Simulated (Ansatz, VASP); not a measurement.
# HfTe: VASP beside Ansatz

Contents of INCAR:

```
SYSTEM = HfTe
PREC = Accurate
ENCUT = 520
EDIFF = 1E-6
ISMEAR = 0
SIGMA = 0.1
LREAL = .False.
LASPH = .True.
NELM = 100
ALGO = Normal
ISIF = 2
LWAVE = .False.
LCHARG = .False.
GGA = PS
NBANDS = 15
```

KPOINTS

```
regular mesh
0
Gamma
  4 4 4
  0 0 0
```

POSCAR

```
HfTe
1.0
    0.0000000000      3.4846848375      3.4846848375
    3.4846848375      0.0000000000      3.4846848375
    3.4846848375      3.4846848375      0.0000000000
Hf Te
1 1
Direct
    0.0000000000      0.0000000000      0.0000000000
    0.5000000000      0.5000000000      0.5000000000
```

Input for Ansatz:

```yaml
crystal:
  lattice:
    - [0.0, 3.4846848375, 3.4846848375]
    - [3.4846848375, 0.0, 3.4846848375]
    - [3.4846848375, 3.4846848375, 0.0]
  atoms:
    - { symbol: Hf, position: [0.0, 0.0, 0.0] }
    - { symbol: Te, position: [0.5, 0.5, 0.5] }
basis:
  ecutwfc: 420
kpoints:
  mp_grid: { grid: [4, 4, 4] }
hamiltonian:
  xc: pbesol
scf:
  occupations: { method: gaussian, width: 0.1 }
output:
  forces: true
  stress: true
  eigenvalues: true
```

The cell comes from a database or a generator and needn't be the stable form of this composition.

Alike in both runs: task single point; functional PBEsol; k mesh 4 × 4 × 4; occupations gaussian, width 0.1 eV; no spin polarisation.

|  | VASP | Ansatz |
| --- | --- | --- |
| version | VASP 6.6.1 | Ansatz 0.2.0 |
| potentials or method | VASP PAW PBE potentials, release 64 (Hf_pv, Te) | scalar-relativistic, plane waves, PAW |
| plane-wave cutoff (eV) | 520 | 420 |
| valence electrons in the cell | 16 | 42 |

VASP gave:

```
gap on the k mesh at the Fermi level (eV) : none
pressure (GPa)                            : -14.1
```

Q: Estimate Ansatz's values.

A: gap on the k mesh at the Fermi level (eV): none; pressure (GPa): -14.0.

A gap of «none» marks a metal or a gap that the smearing closes. The two sets of potentials don't hold the same shells in valence.

Caveats: the k mesh is coarse (spacing up to 0.39 Å⁻¹), so the values aren't converged; the PAW data sets were made with another functional, which shifts forces and pressure a little (VASP). The runs have no spin-orbit coupling, so splittings on Hf, Te are missing.
